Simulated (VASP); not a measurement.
Method: r2SCAN meta-GGA, VASP's PBE PAW potentials (set 64) (plane waves; VASP).

VASP ran on this input.

POSCAR:
```
PtS2
1.0
  1.7734445990  -3.0716962205   0.0000000000
  1.7734445990   3.0716962205   0.0000000000
  0.0000000000   0.0000000000   5.5959334031
Pt S
1 2
Cart
  0.0000000000   0.0000000000   0.0000000000
  1.7734445990   1.0239007880   1.2340769135
  1.7734445990  -1.0239007880   4.3618564896
```

KPOINTS:
```
kpoints
0
Gamma
 7 7 4
0 0 0
```

### INCAR
```
! general
SYSTEM =PtS2
PREC   =Accurate
ENCUT  =520
LREAL  =.FALSE.
LASPH  =.TRUE.

! electronic loop
EDIFF  =1E-6
NELM   =100
ALGO   =Normal
LMAXMIX=6
LMIXTAU=.TRUE.

! smearing
ISMEAR =0
SIGMA  =0.05

! functional
METAGGA=R2SCAN

! ions
IBRION =2
NSW    =60
ISIF   =3
EDIFFG =-0.02

! output
LWAVE  =.FALSE.
LCHARG =.FALSE.
```

POTCAR, in this order: Pt S (PBE.64 set). Program: vasp_std.

The run wrote:

OUTCAR:
```
 ion  position               nearest neighbor table
   1  0.000  0.000  0.000-   2 2.39   3 2.39   3 2.39   2 2.39   3 2.39   2 2.39
   2  0.333  0.667  0.221-   1 2.39   1 2.39   1 2.39
   3  0.667  0.333  0.779-   1 2.39   1 2.39   1 2.39
  LATTYP: Found a hexagonal cell.
 ALAT       =     3.5468892592
 C/A-ratio  =     1.5777017533
 Subroutine PRICEL returns:
 Original cell was already a primitive cell.
 Subroutine GETGRP returns: Found 12 space group operations
The static configuration has the point symmetry D_3d.
The dynamic configuration has the point symmetry D_3d.
 Subroutine INISYM returns: Found 12 space group operations
 Subroutine IBZKPT returns following result:
 Found     28 irreducible k-points:

 Following reciprocal coordinates:
            Coordinates               Weight
  0.000000  0.000000  0.000000      1.000000
  0.142857  0.000000  0.000000      6.000000
  0.285714  0.000000  0.000000      6.000000
  0.428571  0.000000  0.000000      6.000000
  0.142857  0.142857  0.000000      6.000000
  0.285714  0.142857  0.000000     12.000000
  0.428571  0.142857  0.000000      6.000000
...
```

**OSZICAR**
```
       N       E                     dE             d eps       ncg     rms          rms(c)
DAV:   1     0.649692253242E+02    0.64969E+02   -0.10463E+04   840   0.132E+03
DAV:   2    -0.702060982038E+02   -0.13518E+03   -0.13243E+03  1106   0.251E+02
DAV:   3    -0.758709289713E+02   -0.56648E+01   -0.56409E+01  1071   0.564E+01
DAV:   4    -0.759355622115E+02   -0.64633E-01   -0.64618E-01  1099   0.650E+00
DAV:   5    -0.759369221521E+02   -0.13599E-02   -0.13599E-02  1120   0.896E-01    0.185E+01
DAV:   6    -0.704731113451E+02    0.54638E+01   -0.10969E+01   924   0.351E+01    0.134E+01
DAV:   7    -0.687610844825E+02    0.17120E+01   -0.15787E+00   889   0.149E+01    0.670E+00
DAV:   8    -0.688404747693E+02   -0.79390E-01   -0.28926E-01   966   0.444E+00    0.148E+00
DAV:   9    -0.688423446928E+02   -0.18699E-02   -0.65391E-02   861   0.326E+00    0.337E-01
DAV:  10    -0.688726362981E+02   -0.30292E-01   -0.28938E-02   952   0.161E+00    0.258E-01
DAV:  11    -0.688605155978E+02    0.12121E-01   -0.92204E-03   861   0.114E+00    0.254E-01
DAV:  12    -0.688731066622E+02   -0.12591E-01   -0.51290E-03   882   0.832E-01    0.612E-02
DAV:  13    -0.688734307373E+02   -0.32408E-03   -0.52030E-04  1036   0.281E-01    0.347E-02
DAV:  14    -0.688732005120E+02    0.23023E-03   -0.22868E-04   917   0.190E-01    0.298E-02
DAV:  15    -0.688735101925E+02   -0.30968E-03   -0.17382E-04   896   0.149E-01    0.488E-03
DAV:  16    -0.688735091061E+02    0.10864E-05   -0.76432E-06  1169   0.318E-02    0.446E-03
DAV:  17    -0.688735090453E+02    0.60735E-07   -0.11021E-07   602   0.324E-03
   1 F= -.68873509E+02 E0= -.68873509E+02  d E =-.688735E+02
```

OUTCAR:
```
------------------------ aborting loop because EDIFF is reached ----------------------------------------
  FORCE on cell =-STRESS in cart. coord.  units (eV):
  Direction    XX          YY          ZZ          XY          YZ          ZX
  --------------------------------------------------------------------------------------
  Total        0.0076386      0.0076386     -0.0138297      0.0000000      0.0000000      0.0000000
  in kB        0.2007376      0.2007376     -0.3634340      0.0000000      0.0000000      0.0000000
  external PRESSURE =       0.0126804 kB  Pullay stress =       0.0000000 kB
  volume of cell :       60.97
      direct lattice vectors                 reciprocal lattice vectors
     1.773444599 -3.071696220  0.000000000     0.281937197 -0.162776513  0.000000000
     1.773444599  3.071696220  0.000000000     0.281937197  0.162776513  0.000000000
     0.000000000  0.000000000  5.595933403     0.000000000  0.000000000  0.178701197
 POSITION                                       TOTAL-FORCE (eV/Angst)
 -----------------------------------------------------------------------------------
      0.00000      0.00000      0.00000         0.000000      0.000000     -0.000000
      1.77344      1.02390      1.23408        -0.000000     -0.000000     -0.008842
      1.77344     -1.02390      4.36186        -0.000000     -0.000000      0.008842
 -----------------------------------------------------------------------------------
    total drift:                               -0.000000     -0.000000      0.000000
  FREE ENERGIE OF THE ION-ELECTRON SYSTEM (eV)
  ---------------------------------------------------
  free  energy   TOTEN  =       -68.8735090453 eV

  energy  without entropy=      -68.8735090453  energy(sigma->0) =      -68.87350905

 reached required accuracy - stopping structural energy minimisation
```
(Selected blocks of OUTCAR.)

The compound is PtS2 in the 1T layered structure. It was relaxed first, which changed the volume by +11 %. The start is the result of an earlier pass.
